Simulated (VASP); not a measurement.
Write the native input for VASP 6.6.1 that does the following.

```
Task                   : single point
Functional             : PBE
Potentials or basis    : VASP PAW PBE potentials, release 64 (Fe, Mn_pv, N)
Cutoff                 : 520 eV
k mesh                 : 10 × 10 × 5
Occupations            : fermi-dirac, width 0.05 eV
Spin                   : collinear spin, ferromagnetic start
Starting moments       : [3.0, 4.0, 4.0, 0.0, 0.0] μB
Further INCAR settings : ALGO = Normal; EDIFF = 1e-07; NBANDS = 34
```

The structure of Mn2FeN2 lies in POSCAR:

```
Mn2FeN2
1.0
    2.6151203308     -1.5150963246      0.0000000000
    2.6151203308      1.5150963246      0.0000000000
   -0.0147385655      0.0000000000      5.9273082974
Fe Mn N
1 2 2
Direct
    0.0000000000      0.0000000000      0.5000000000
    0.6666245000      0.6666245000      0.8330710000
    0.3333755000      0.3333755000      0.1669290000
    0.6675240000      0.6675240000      0.2624450000
    0.3324760000      0.3324760000      0.7375550000
```

The cell comes from a database or a generator and needn't be the stable form of this composition.

The input as run:

INCAR

```
SYSTEM = Mn2FeN2
  PREC = Accurate
  ENCUT = 520
  EDIFF = 1E-7
  ISMEAR = -1
  SIGMA = 0.05
  LREAL = .False.
  LASPH = .True.
  NELM = 120
  ALGO = Normal
  ISIF = 2
  LWAVE = .False.
  LCHARG = .False.
  ISPIN = 2
  MAGMOM = 3 4 4 0 0
  LORBIT = 11
  LMAXMIX = 4
  GGA = PE
  NBANDS = 34
```

KPOINTS

```
Automatic mesh
0
Gamma
  10 10 5
  0 0 0
```

Potentials or basis: VASP PAW PBE potentials, release 64 (Fe, Mn_pv, N).

Command:

```bash
$ cat potpaw_PBE.64/Fe/POTCAR potpaw_PBE.64/Mn_pv/POTCAR potpaw_PBE.64/N/POTCAR > POTCAR
$ mpirun -np 1 vasp_std > vasp.out
```

It gave:

```
Pressure                                              : -1.5 GPa
Largest force                                         : 0.108 eV/Å
Band gap on the k mesh                                : none (metal or under the smearing width)
Net moment                                            : 1.64 μB per cell
Site moments                                          : Fe +2.47; Mn -0.43; N +0.04 μB
Valence electrons inside the program's atomic spheres : Fe 7.04; Mn 12.13; N 3.70
```

Caveat: only a ferromagnetic start was run, and an antiferromagnetic order may lie lower in energy.

Wall time 7.1 min on 1 thread of Intel(R) Xeon(R) Platinum 8488C (Sapphire Rapids) (shared host), peak memory 0.44 GiB.
